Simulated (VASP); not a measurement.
# CoTePb2F6 (I4/mmm) in VASP: single point with PBE

Aim: the single point of CoTePb2F6 with PBE.

Program: VASP 6.6.1. These are calculated values, not measurements. Logs are shortened: lines on timing, memory, paths and dates and some standing lists are left out, and cuts for length are marked.

## (1) The crystal as given

Symmetry: I4/mmm, No. 139, tetragonal system. Conventional cell: a = 5.956 Å, b = 5.956 Å, c = 8.421 Å, α = 90.00°, β = 90.00°, γ = 90.00°. Pb (site symmetry -4m2) has 12 F at 2.98 Å as nearest neighbours. Co (site symmetry 4/mmm) is surrounded by 6 F at 2.19 to 2.20 Å. Te (site symmetry 4/mmm) has 6 F at 2.01 to 2.02 Å as nearest neighbours. F (site symmetry m2m) has 1 Te at 2.01 Å and 1 Co at 2.20 Å as nearest neighbours. Around F (site symmetry 4mm) lie 1 Te at 2.02 Å and 1 Co at 2.19 Å.

The cell was built by a generator and needn't be a form met in nature.

## (2) Single point, PBE

INCAR reads:

```
SYSTEM = CoTePb2F6
PREC = Accurate
ENCUT = 520
EDIFF = 1E-6
ISMEAR = -1
SIGMA = 0.0572
LREAL = .FALSE.
LASPH = .TRUE.
NELM = 100
ALGO = Normal
ISIF = 2
LWAVE = .FALSE.
LCHARG = .TRUE.
GGA = PE
LELF = .TRUE.
LVHAR = .TRUE.
NBANDS = 54
```

KPOINTS reads:

```
regular mesh
0
G
  8 8 8
  0 0 0
```

POSCAR reads:

```
CoTePb2F6
1.0
   -2.9781270000      2.9781270000      4.2104430000
    2.9781270000     -2.9781270000      4.2104430000
    2.9781270000      2.9781270000     -4.2104430000
Pb Co Te F
2 1 1 6
Direct
    0.2500000000      0.7500000000      0.5000000000
    0.7500000000      0.2500000000      0.5000000000
    0.0000000000      0.0000000000      0.0000000000
    0.5000000000      0.5000000000      0.0000000000
    0.2614500000      0.2614500000      0.5229000000
    0.2614500000      0.7385500000      0.0000000000
    0.7385500000      0.7385500000      0.4771000000
    0.7385500000      0.2614500000      0.0000000000
    0.2596000000      0.2596000000      0.0000000000
    0.7404000000      0.7404000000      0.0000000000
```

Potentials or basis: VASP PAW PBE potentials, release 64 (Pb_d, Co, Te, F).

The run is started by

```bash
$ cat potpaw_PBE.64/Pb_d/POTCAR potpaw_PBE.64/Co/POTCAR potpaw_PBE.64/Te/POTCAR potpaw_PBE.64/F/POTCAR > POTCAR
$ mpirun -np 1 vasp_std > vasp.out
```

OUTCAR:

```text
SYSTEM = CoTePb2F6
   PREC = Accurate
   ENCUT = 520
   EDIFF = 1E-6
   ISMEAR = -1
   LREAL = .FALSE.
   LASPH = .TRUE.
   NELM = 100
   ISIF = 2
   GGA = PE

 ion  position               nearest neighbor table
   1  0.250  0.750  0.500-   9 2.98  10 2.98   9 2.98  10 2.98   6 2.98   7 2.98   8 2.98   5 2.98
                             6 2.98   8 2.98   5 2.98   7 2.98   4 3.65   4 3.65   4 3.65   4 3.65
   2  0.750  0.250  0.500-   9 2.98  10 2.98   9 2.98  10 2.98   8 2.98   7 2.98   6 2.98   5 2.98
                             8 2.98   6 2.98   7 2.98   5 2.98   4 3.65   4 3.65   4 3.65   4 3.65
   3  0.000  0.000  0.000-   9 2.19  10 2.19   8 2.20   5 2.20   6 2.20   7 2.20
   4  0.500  0.500  0.000-   5 2.01   6 2.01   7 2.01   8 2.01   9 2.02  10 2.02   1 3.65   2 3.65
                             1 3.65   2 3.65   1 3.65   2 3.65   1 3.65   2 3.65
   5  0.261  0.261  0.523-   4 2.01   3 2.20   1 2.98   2 2.98   1 2.98   2 2.98
   6  0.261  0.739  0.000-   4 2.01   3 2.20   2 2.98   1 2.98   1 2.98   2 2.98
   7  0.739  0.739  0.477-   4 2.01   3 2.20   1 2.98   2 2.98   2 2.98   1 2.98
   8  0.739  0.261  0.000-   4 2.01   3 2.20   1 2.98   2 2.98   2 2.98   1 2.98
   9  0.260  0.260  0.000-   4 2.02   3 2.19   1 2.98   2 2.98   1 2.98   2 2.98
  10  0.740  0.740  0.000-   4 2.02   3 2.19   1 2.98   2 2.98   1 2.98   2 2.98

  LATTYP: Found a body centered tetragonal cell.
 ALAT       =     5.9562540000
 C/A-ratio  =     1.4137889351

  Lattice vectors:

 A1 = (  -2.9781270000,   2.9781270000,   4.2104430000)
 A2 = (   2.9781270000,  -2.9781270000,   4.2104430000)
 A3 = (   2.9781270000,   2.9781270000,  -4.2104430000)

Analysis of symmetry for initial positions (statically):
=====================================================================
 Subroutine PRICEL returns:
 Original cell was already a primitive cell.

 Routine SETGRP: Setting up the symmetry group for a
 body centered tetragonal supercell.

 Subroutine GETGRP returns: Found 16 space group operations
 (whereof 16 operations were pure point group operations)
 out of a pool of 16 trial point group operations.

The static configuration has the point symmetry D_4h.

Analysis of symmetry for dynamics (positions and initial velocities):
=====================================================================
 Subroutine PRICEL returns:
 Original cell was already a primitive cell.

 Routine SETGRP: Setting up the symmetry group for a
 body centered tetragonal supercell.

 Subroutine GETGRP returns: Found 16 space group operations
 (whereof 16 operations were pure point group operations)
 out of a pool of 16 trial point group operations.

The dynamic configuration has the point symmetry D_4h.

 Subroutine INISYM returns: Found 16 space group operations
 (whereof 16 operations are pure point group operations),
 and found     1 'primitive' translations

----------------------------------------------------------------------------------------

                                     Primitive cell

  volume of cell :     149.3737

  direct lattice vectors                    reciprocal lattice vectors
    -2.978127000  2.978127000  4.210443000     0.000000000  0.167890758  0.118752350
     2.978127000 -2.978127000  4.210443000     0.167890758  0.000000000  0.118752350
     2.978127000  2.978127000 -4.210443000     0.167890758  0.167890758  0.000000000

  length of vectors
     5.955359864  5.955359864  5.955359864     0.205643933  0.205643933  0.237433387

  position of ions in fractional coordinates (direct lattice)
     0.250000000  0.750000000  0.500000000
     0.750000000  0.250000000  0.500000000
     0.000000000  0.000000000  0.000000000
     0.500000000  0.500000000  0.000000000
     0.261450000  0.261450000  0.522900000
     0.261450000  0.738550000  0.000000000
     0.738550000  0.738550000  0.477100000
     0.738550000  0.261450000  0.000000000
     0.259600000  0.259600000  0.000000000
     0.740400000  0.740400000  0.000000000

  ion indices of the primitive-cell ions
   primitive index   ion index
                 1           1
                 2           2
                 3           3
                 4           4
                 5           5
                 6           6
                 7           7
                 8           8
                 9           9
                10          10

----------------------------------------------------------------------------------------

 KPOINTS: regular mesh

Automatic generation of k-mesh.
 Grid dimensions read from file:
 generate k-points for:    8    8    8

 Generating k-lattice:

  Cartesian coordinates                     Fractional coordinates (reciprocal lattice)
     0.000000000  0.020986345  0.014844044     0.125000000 -0.000000000  0.000000000
     0.020986345  0.000000000  0.014844044    -0.000000000  0.125000000  0.000000000
     0.020986345  0.020986345  0.000000000     0.000000000  0.000000000  0.125000000

  Length of vectors
     0.025705492  0.025705492  0.029679173

  Shift w.r.t. Gamma in fractional coordinates (k-lattice)
     0.000000000  0.000000000  0.000000000

 Subroutine IBZKPT returns following result:
 ===========================================

 Found     59 irreducible k-points:

 Following reciprocal coordinates:
            Coordinates               Weight
  0.000000  0.000000  0.000000      1.000000
  0.125000  0.000000  0.000000      8.000000
  0.250000  0.000000  0.000000      8.000000
  0.375000  0.000000  0.000000      8.000000
  0.500000  0.000000  0.000000      4.000000
  0.125000  0.125000  0.000000      8.000000
[... 16 lines left out ...]
  0.250000  0.125000  0.125000     16.000000
  0.375000  0.125000  0.125000      8.000000
 [... further k-points ...]
   k-points           NKPTS =     59   k-points in BZ     NKDIM =     59   number of bands    NBANDS=     54
   number of dos      NEDOS =    301   number of ions     NIONS =     10
   total plane-waves  NPLWV = 110592
   dimension x,y,z NGX =    48 NGY =   48 NGZ =   48
   dimension x,y,z NGXF=    96 NGYF=   96 NGZF=   96
   ions per type =               2   1   1   6
   NGX,Y,Z   is equivalent  to a cutoff of  13.40, 13.40, 13.40 a.u.
   NGXF,Y,Z  is equivalent  to a cutoff of  26.80, 26.80, 26.80 a.u.
 SYSTEM =  CoTePb2F6
   PREC   = accura    normal or accurate (medium, high low for compatibility)
   ISTART =      0    job   : 0-new  1-cont  2-samecut
   ICHARG =      2    charge: 1-file 2-atom 10-const
   ISPIN  =      1    spin polarized calculation?
   LNONCOLLINEAR =      F non collinear calculations
   LSORBIT =      F    spin-orbit coupling
   LASPH  =      T    aspherical Exc in radial PAW
   ENCUT  =  520.0 eV  38.22 Ry    6.18 a.u.  11.07 11.07 11.07*2*pi/ulx,y,z
   NELM   =    100;   NELMIN=  2; NELMDL= -5     # of ELM steps
   EDIFF  = 0.1E-05   stopping-criterion for ELM
   LREAL  =      F    real-space projection
   EDIFFG = 0.1E-04   stopping-criterion for IOM
   NSW    =      0    number of steps for IOM
   IBRION =     -1    ionic relax: 0-MD 1-quasi-New 2-CG
   NFREE  =      0    steps in history (QN), initial steepest desc. (CG)
   ISIF   =      2    stress and relaxation
   ISYM   =      2    0-nonsym 1-usesym 2-fastsym
   POTIM  = 0.5000    time-step for ionic-motion
   TEBEG  =    0.0;   TEEND  =   0.0 temperature during run
   PSTRESS=    0.0 pullay stress
   NELECT =      85.0000    total number of electrons
   NUPDOWN=      -1.0000    fix difference up-down
   EMIN   =  10.00;   EMAX   =-10.00  energy-range for DOS
   EFERMI =   0.00;   METHOD = LEGACY
   ISMEAR =    -1;   SIGMA  =   0.06  broadening in eV -4-tet -1-fermi 0-gaus
   EFERMI_NEDOS =   21; number of points for ismear=-14 and -15
   IALGO  =     38    algorithm
   IMIX   =      4    mixing-type and parameters
     AMIX     =   0.40;   BMIX     =  1.00
     AMIX_MAG =   1.60;   BMIX_MAG =  1.00
  volume/ion in A,a.u.               =      14.94       100.80
  Fermi-wavevector in a.u.,A,eV,Ry     =   1.356614  2.563629 25.040196  1.840402
  Thomas-Fermi vector in A             =   2.483603
   LORBIT       =      0    0 simple, 1 ext, 2 COOP (PROOUT), +10 PAW based schemes
   GGA     = PE    functional components
[... 5 lines left out ...]
 non-spin polarized calculation
  energy-cutoff  :      520.00
  volume of cell :      149.37
 maximum number of plane-waves:      4044
 NGX is ok and might be reduce to    48
   NGX = 23   NGY = 23   NGZ = 23

 number of electron      85.0000035 magnetization

 Free energy of the ion-electron system (eV)
  ---------------------------------------------------
  ext. energy  EPLUGINS =         0.00000000
  ---------------------------------------------------
  free energy    TOTEN  =       -36.85489210 eV

  energy without entropy =      -36.75337766  energy(sigma->0) =      -36.80413488

 E-fermi :   7.5046     XC(G=0): -10.5017

 val. band max:        7.4975654042   @ k =   0.2500   0.2500   0.2500
 cond. band min:       7.5066576197   @ k =   0.3750   0.1250   0.1250
 fundamental gap:      0.0090922154
 Fermi energy:         7.5045777477

 k-point     1 :       0.0000    0.0000    0.0000
  band No.  band energies     occupation
      1     -19.4312      2.00000
      2     -18.7208      2.00000
      3     -18.7208      2.00000
      4     -18.6584      2.00000
      5     -18.3751      2.00000
      6     -18.3461      2.00000
[... 46 lines left out ...]
     53      13.5258      0.00000
     54      13.5308      0.00000

 k-point     2 :       0.1250    0.0000    0.0000
  band No.  band energies     occupation
      1     -19.4189      2.00000
      2     -18.7293      2.00000
      3     -18.7167      2.00000
      4     -18.6592      2.00000
      5     -18.3791      2.00000
      6     -18.3502      2.00000
[... 46 lines left out ...]
     53      13.8546      0.00000
     54      13.8585      0.00000
[... 1195 lines left out ...]
     53      14.7439      0.00000
     54      15.2191      0.00000

 k-point    24 :       0.3750    0.1250    0.1250
  band No.  band energies     occupation
      1     -19.3240      2.00000
      2     -18.7808      2.00000
      3     -18.7102      2.00000
      4     -18.6567      2.00000
      5     -18.4235      2.00000
      6     -18.3704      2.00000
[... 46 lines left out ...]
     53      15.0674      0.00000
     54      15.1093      0.00000

 [... further k-points ...]

------------------------ aborting loop because EDIFF is reached ----------------------------------------

  FORCE on cell =-STRESS in cart. coord.  units (eV):
  Direction    XX          YY          ZZ          XY          YZ          ZX
  --------------------------------------------------------------------------------------
  -------------------------------------------------------------------------------------
  Total       17.7221825     17.7221825     17.0422800      0.0000000     -0.0000000      0.0000000
  in kB      190.0875067    190.0875067    182.7948968      0.0000000     -0.0000000      0.0000000
  external PRESSURE =     187.6566367 kB  Pullay stress =       0.0000000 kB

 VOLUME and BASIS-vectors are now :
 -----------------------------------------------------------------------------
  energy-cutoff  :      520.00
  volume of cell :      149.37
      direct lattice vectors                 reciprocal lattice vectors
    -2.978127000  2.978127000  4.210443000     0.000000000  0.167890758  0.118752350
     2.978127000 -2.978127000  4.210443000     0.167890758  0.000000000  0.118752350
     2.978127000  2.978127000 -4.210443000     0.167890758  0.167890758  0.000000000

 POSITION                                       TOTAL-FORCE (eV/Angst)
 -----------------------------------------------------------------------------------
      2.97813      0.00000      2.10522        -0.000000      0.000000      0.000000
      0.00000      2.97813      2.10522        -0.000000      0.000000      0.000000
      0.00000      0.00000      0.00000        -0.000000      0.000000      0.000000
      0.00000      0.00000      4.21044        -0.000000      0.000000      0.000000
      1.55726      1.55726      0.00000        -1.929644     -1.929644      0.000000
      1.42086     -1.42086      4.21044         1.929644     -1.929644      0.000000
      1.42086      1.42086      4.21044         1.929644      1.929644     -0.000000
     -1.42086      1.42086      4.21044        -1.929644      1.929644      0.000000
      0.00000      0.00000      2.18606        -0.000000     -0.000000     -2.559221
      0.00000      0.00000      6.23482        -0.000000      0.000000      2.559221
 -----------------------------------------------------------------------------------
    total drift:                                0.000000     -0.000000     -0.000000

  FREE ENERGIE OF THE ION-ELECTRON SYSTEM (eV)
  ---------------------------------------------------
  free  energy   TOTEN  =       -36.8548920977 eV

  energy  without entropy=      -36.7533776601  energy(sigma->0) =      -36.80413488
```

Run time: 24 min. Hardware: 1 thread of AMD EPYC 7R13 (Zen 3), shared host; peak memory 0.57 GiB.

Results:

| Property | Result |
| --- | --- |
| Free energy | -36.8549 eV |
| Pressure | 18.8 GPa |
| Largest force | 2.729 eV/Å |
| Band gap on the k mesh | none (metal or under the smearing width) |

Forces on the atoms (eV/Å):
```
Pb   0.000  0.000  0.000
Pb   0.000  0.000  0.000
Co   0.000  0.000  0.000
Te   0.000  0.000  0.000
F   -1.930 -1.930  0.000
F    1.930 -1.930  0.000
F    1.930  1.930  0.000
F   -1.930  1.930  0.000
F    0.000  0.000 -2.559
F    0.000  0.000  2.559
```

Caveat: so large a pressure means that the cell lies far from this level's equilibrium, or that cutoff or potentials fall short; an odd number of electrons without spin polarisation forces a metal; a magnetic or distorted state may lie lower; the run has no spin polarisation, though such a crystal can be magnetic; semilocal functionals often make such compounds metallic where correlation or magnetic order opens a gap, which also shifts bond lengths.
